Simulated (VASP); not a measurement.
Level of theory: r2SCAN meta-GGA, VASP's PBE PAW potentials (set 64) (plane waves; VASP).

VASP ran on this input.

File KPOINTS:
```
K-points
0
G
  12 12 12
```

### INCAR
```
SYSTEM = NiAl
PREC = Accurate
ENCUT = 480
EDIFF = 1E-7
NELM = 100
ALGO = Normal
LREAL = .FALSE.
LASPH = .TRUE.
ISMEAR = 1
SIGMA = 0.1
METAGGA = R2SCAN
LMIXTAU = .TRUE.
LMAXMIX = 4
LWAVE = .FALSE.
LCHARG = .FALSE.
ISIF = 2
IBRION = 2
NSW = 30
EDIFFG = -0.01
```

File POSCAR:
```
NiAl
1
    2.8903858180     0.0000000000     0.0000000000
    0.0000000000     2.8903858180     0.0000000000
    0.0000000000     0.0000000000     2.8617681366
Al Ni
1 1
Direct
  0.5000000000   0.5000000000   0.5000000000
  0.0000000000   0.0000000000   0.0000000000
```

POTCAR, in this order: Al Ni (PBE.64 set). Program: vasp_std.

The run wrote:

### OSZICAR
```
       N       E                     dE             d eps       ncg     rms          rms(c)
DAV:   1     0.297793003803E+02    0.29779E+02   -0.56652E+03  3984   0.134E+03
DAV:   2    -0.215106495464E+02   -0.51290E+02   -0.48685E+02  3950   0.208E+02
DAV:   3    -0.227857598938E+02   -0.12751E+01   -0.12644E+01  4654   0.436E+01
DAV:   4    -0.228066260374E+02   -0.20866E-01   -0.20858E-01  4718   0.500E+00
DAV:   5    -0.228072497311E+02   -0.62369E-03   -0.62367E-03  4506   0.875E-01    0.118E+01
DAV:   6    -0.230553741548E+02   -0.24812E+00   -0.55346E+01  4296   0.136E+02    0.155E+01
DAV:   7    -0.200795605376E+02    0.29758E+01   -0.15389E+01  4312   0.769E+01    0.171E+00
DAV:   8    -0.200783628300E+02    0.11977E-02   -0.64834E-01  4734   0.123E+01    0.161E+00
DAV:   9    -0.200549094359E+02    0.23453E-01   -0.12237E-01  4394   0.634E+00    0.303E-01
DAV:  10    -0.200594202939E+02   -0.45109E-02   -0.12260E-02  4100   0.123E+00    0.287E-01
DAV:  11    -0.200602849510E+02   -0.86466E-03   -0.67238E-03  4584   0.135E+00    0.512E-02
DAV:  12    -0.200602940894E+02   -0.91384E-05   -0.98685E-05  4272   0.117E-01    0.300E-02
DAV:  13    -0.200602681563E+02    0.25933E-04   -0.34254E-05  4170   0.723E-02    0.339E-02
DAV:  14    -0.200602879733E+02   -0.19817E-04   -0.59827E-05  4530   0.125E-01    0.642E-03
DAV:  15    -0.200602894839E+02   -0.15106E-05   -0.14506E-06  4204   0.168E-02    0.240E-03
DAV:  16    -0.200602896963E+02   -0.21242E-06   -0.80771E-07  3976   0.172E-02    0.723E-04
DAV:  17    -0.200602897385E+02   -0.42189E-07   -0.23291E-08  2086   0.278E-03
   1 F= -.20060290E+02 E0= -.20060267E+02  d E =-.200603E+02
```

OUTCAR:
```
------------------------ aborting loop because EDIFF is reached ----------------------------------------
  FORCE on cell =-STRESS in cart. coord.  units (eV):
  Direction    XX          YY          ZZ          XY          YZ          ZX
  --------------------------------------------------------------------------------------
  Total       -0.5131080     -0.5131080     -0.4393256      0.0000000     -0.0000000      0.0000000
  in kB      -34.3853357    -34.3853357    -29.4408978      0.0000000     -0.0000000      0.0000000
  external PRESSURE =     -32.7371897 kB  Pullay stress =       0.0000000 kB
  volume of cell :       23.91
      direct lattice vectors                 reciprocal lattice vectors
     2.890385818  0.000000000  0.000000000     0.345974573  0.000000000  0.000000000
     0.000000000  2.890385818  0.000000000     0.000000000  0.345974573  0.000000000
     0.000000000  0.000000000  2.861768137     0.000000000  0.000000000  0.349434319
 POSITION                                       TOTAL-FORCE (eV/Angst)
 -----------------------------------------------------------------------------------
      1.44519      1.44519      1.43088         0.000000      0.000000      0.000000
      0.00000      0.00000      0.00000         0.000000      0.000000      0.000000
 -----------------------------------------------------------------------------------
    total drift:                               -0.000000      0.000000      0.000000
  FREE ENERGIE OF THE ION-ELECTRON SYSTEM (eV)
  ---------------------------------------------------
  free  energy   TOTEN  =       -20.0602897385 eV

  energy  without entropy=      -20.0602228826  energy(sigma->0) =      -20.06026745

 reached required accuracy - stopping structural energy minimisation
```
(Selected blocks of OUTCAR.)

The compound is NiAl in the CsCl type structure. This cell was strained or had an atom moved on purpose. The run is not spin-polarised, so no magnetic state was tried. The electron count is odd and the run is not spin-polarised, which forces a metal.
